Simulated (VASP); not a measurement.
Calculation: PBE GGA with D4 dispersion, VASP's PBE PAW potentials (set 64) (plane waves; VASP 6.6.1).

VASP input:

INCAR:
```
SYSTEM = Mo
PREC = Accurate; ENCUT = 520; LREAL = .FALSE.
LASPH = .TRUE.
EDIFF = 1E-6; NELM = 100; ALGO = Normal
LMAXMIX = 4
ISMEAR = 1; SIGMA = 0.1
GGA = PE; IVDW = 13
IBRION = 2; NSW = 60; ISIF = 3
EDIFFG = -0.01
LWAVE = .FALSE.; LCHARG = .FALSE.
```

**POSCAR**
```
Mo
1
   -1.5750000000     1.5750000000     1.5750000000
    1.5750000000    -1.5750000000     1.5750000000
    1.5750000000     1.5750000000    -1.5750000000
Mo
1
Direct
  0.0000000000   0.0000000000   0.0000000000
```

### KPOINTS
```
Automatic
0
Gamma
 15 15 15
```

POTCAR, in this order: Mo_sv (PBE.64 set). Program: vasp_std.

The run wrote:

File OUTCAR:
```
 ion  position               nearest neighbor table
   1  0.000  0.000  0.000-
  LATTYP: Found a body centered cubic cell.
 ALAT       =     3.1500000000
 Subroutine PRICEL returns:
 Original cell was already a primitive cell.
 Subroutine GETGRP returns: Found 48 space group operations
The static configuration has the point symmetry O_h .
The dynamic configuration has the point symmetry O_h .
 Subroutine INISYM returns: Found 48 space group operations
 Subroutine IBZKPT returns following result:
 Found    120 irreducible k-points:

 Following reciprocal coordinates:
            Coordinates               Weight
  0.000000  0.000000  0.000000      1.000000
  0.066667  0.000000  0.000000     12.000000
  0.133333  0.000000  0.000000     12.000000
  0.200000  0.000000  0.000000     12.000000
  0.266667  0.000000  0.000000     12.000000
  0.333333  0.000000  0.000000     12.000000
  0.400000  0.000000  0.000000     12.000000
  0.466667  0.000000  0.000000     12.000000
  0.066667  0.066667  0.000000     24.000000
  0.133333  0.066667 -0.000000     48.000000
  0.200000  0.066667  0.000000     48.000000
  0.266667  0.066667 -0.000000     48.000000
  0.333333  0.066667  0.000000     48.000000
  0.400000  0.066667  0.000000     48.000000
  0.466667  0.066667 -0.000000     24.000000
  0.133333  0.133333  0.000000     24.000000
  0.200000  0.133333  0.000000     48.000000
  0.266667  0.133333 -0.000000     48.000000
  0.333333  0.133333 -0.000000     48.000000
  0.400000  0.133333  0.000000     48.000000
  0.200000  0.200000  0.000000     24.000000
  0.266667  0.200000 -0.000000     48.000000
  0.333333  0.200000 -0.000000     48.000000
  0.400000  0.200000  0.000000     24.000000
  0.266667  0.266667  0.000000     24.000000
  0.333333  0.266667  0.000000     48.000000
  0.333333  0.333333  0.000000      8.000000
  0.066667  0.066667  0.066667      8.000000
  0.133333  0.066667  0.066667     24.000000
  0.200000  0.066667  0.066667     24.000000
  0.266667  0.066667  0.066667     24.000000
  0.333333  0.066667  0.066667     24.000000
  0.400000  0.066667  0.066667     24.000000
 -0.066667  0.066667  0.066667      6.000000
  0.133333  0.133333  0.066667     24.000000
  0.200000  0.133333  0.066667     48.000000
  0.266667  0.133333  0.066667     48.000000
  0.333333  0.133333  0.066667     48.000000
  0.400000  0.133333  0.066667     24.000000
 -0.133333  0.133333  0.066667     24.000000
   k-points           NKPTS =    120   k-points in BZ     NKDIM =    120   number of bands    NBANDS=     11
   number of dos      NEDOS =    301   number of ions     NIONS =      1
   total plane-waves  NPLWV =   8000
   dimension x,y,z NGX =    20 NGY =   20 NGZ =   20
   dimension x,y,z NGXF=    40 NGYF=   40 NGZF=   40
   ions per type =               1
   PREC   = accura    normal or accurate (medium, high low for compatibility)
   ISTART =      0    job   : 0-new  1-cont  2-samecut
   ICHARG =      2    charge: 1-file 2-atom 10-const
   ISPIN  =      1    spin polarized calculation?
   LNONCOLLINEAR =      F non collinear calculations
   LSORBIT =      F    spin-orbit coupling
   INIWAV =      1    electr: 0-lowe 1-rand  2-diag
   ENCUT  =  520.0 eV  38.22 Ry    6.18 a.u.   5.07  5.07  5.07*2*pi/ulx,y,z
   NELM   =    100;   NELMIN=  2; NELMDL= -5     # of ELM steps
   EDIFF  = 0.1E-05   stopping-criterion for ELM
   LREAL  =      F    real-space projection
   NLSPLINE    = F    spline interpolate recip. space projectors
   LMAXMIX     =    4 max onsite mixed and CHGCAR
   VOSKOWN=      0    Vosko Wilk Nusair interpolation
...
```

OSZICAR:
```
       N       E                     dE             d eps       ncg     rms          rms(c)
DAV:   1     0.897571622565E+02    0.89757E+02   -0.83980E+03  2672   0.131E+03
DAV:   2    -0.103201618271E+02   -0.10008E+03   -0.96946E+02  2889   0.342E+02
DAV:   3    -0.115826758918E+02   -0.12625E+01   -0.12487E+01  3060   0.384E+01
DAV:   4    -0.115864246602E+02   -0.37488E-02   -0.37483E-02  2885   0.237E+00
DAV:   5    -0.115864440325E+02   -0.19372E-04   -0.19371E-04  3096   0.169E-01    0.147E+01
DAV:   6    -0.110146503665E+02    0.57179E+00   -0.10236E+00  2829   0.123E+01    0.401E+00
DAV:   7    -0.109343696791E+02    0.80281E-01   -0.21132E-01  3066   0.521E+00    0.949E-01
DAV:   8    -0.109302515162E+02    0.41182E-02   -0.43380E-03  2804   0.916E-01    0.223E-01
DAV:   9    -0.109303180464E+02   -0.66530E-04   -0.10807E-04  3074   0.143E-01    0.869E-02
DAV:  10    -0.109303288062E+02   -0.10760E-04   -0.11053E-05  2859   0.437E-02    0.266E-03
DAV:  11    -0.109303288641E+02   -0.57901E-07   -0.48796E-08  1742   0.316E-03
   1 F= -.11539551E+02 E0= -.11539373E+02  d E =-.115396E+02
       N       E                     dE             d eps       ncg     rms          rms(c)
DAV:   1    -0.110953587082E+02   -0.16503E+00   -0.48731E+00  2766   0.315E+01    0.536E+00
DAV:   2    -0.109178844607E+02    0.17747E+00   -0.35798E-01  2721   0.773E+00    0.865E-01
DAV:   3    -0.109021256734E+02    0.15759E-01   -0.63307E-02  2868   0.316E+00    0.894E-01
DAV:   4    -0.109034918191E+02   -0.13661E-02   -0.85348E-04  2748   0.355E-01    0.793E-02
DAV:   5    -0.109034984007E+02   -0.65816E-05   -0.27688E-04  2940   0.211E-01    0.804E-03
DAV:   6    -0.109034964336E+02    0.19671E-05   -0.18573E-06  2717   0.192E-02    0.152E-03
DAV:   7    -0.109034960876E+02    0.34594E-06   -0.70797E-08  1487   0.353E-03
   2 F= -.11532349E+02 E0= -.11532096E+02  d E =0.720203E-02
       N       E                     dE             d eps       ncg     rms          rms(c)
DAV:   1    -0.110341296130E+02   -0.13063E+00   -0.27079E+00  2766   0.237E+01    0.346E+00
DAV:   2    -0.109320908419E+02    0.10204E+00   -0.22232E-01  2724   0.592E+00    0.635E-01
DAV:   3    -0.109255990632E+02    0.64918E-02   -0.28490E-02  2879   0.211E+00    0.468E-01
DAV:   4    -0.109262953132E+02   -0.69625E-03   -0.54380E-04  2753   0.276E-01    0.166E-02
DAV:   5    -0.109262963597E+02   -0.10465E-05   -0.17946E-05  2975   0.516E-02    0.513E-03
DAV:   6    -0.109262973947E+02   -0.10351E-05   -0.23328E-07  1672   0.753E-03    0.226E-03
DAV:   7    -0.109262975248E+02   -0.13012E-06   -0.42982E-08  1415   0.291E-03
   3 F= -.11540575E+02 E0= -.11540379E+02  d E =-.102316E-02
```

**OUTCAR**
```
------------------------ aborting loop because EDIFF is reached ----------------------------------------
  Edisp (eV):   -0.61428
  FORCE on cell =-STRESS in cart. coord.  units (eV):
  Direction    XX          YY          ZZ          XY          YZ          ZX
  --------------------------------------------------------------------------------------
  Total      -0.00183    -0.00183    -0.00183     0.00000     0.00000    -0.00000
  in kB      -0.18965    -0.18965    -0.18965     0.00000     0.00000    -0.00000
  external pressure =       -0.19 kB  Pullay stress =        0.00 kB
  volume of cell :       15.49
      direct lattice vectors                 reciprocal lattice vectors
    -1.570433985  1.570433985  1.570433985     0.000000000  0.318383329  0.318383329
     1.570433985 -1.570433985  1.570433985     0.318383329  0.000000000  0.318383329
     1.570433985  1.570433985 -1.570433985     0.318383329  0.318383329  0.000000000
 POSITION                                       TOTAL-FORCE (eV/Angst)
 -----------------------------------------------------------------------------------
     -0.00000      0.00000      0.00000        -0.000000      0.000000      0.000000
 -----------------------------------------------------------------------------------
    total drift:                                0.000000     -0.000000      0.000000
  FREE ENERGIE OF THE ION-ELECTRON SYSTEM (eV)
  ---------------------------------------------------
  free  energy   TOTEN  =       -11.5405746281 eV

  energy  without entropy=      -11.5399867526  energy(sigma->0) =      -11.54037867

 reached required accuracy - stopping structural energy minimisation
```
(Selected blocks of OUTCAR.)

### CONTCAR
```
Mo
   1.00000000000000
    -1.5704339850781617    1.5704339850781617    1.5704339850781617
     1.5704339850781617   -1.5704339850781617    1.5704339850781617
     1.5704339850781617    1.5704339850781617   -1.5704339850781617
  Mo
     1
Direct
     0.0000000000000000    0.0000000000000000    0.0000000000000000
```

The compound is Mo in the bcc structure. This run relaxes it. Symmetry was kept, so distortions that lower it aren't found.
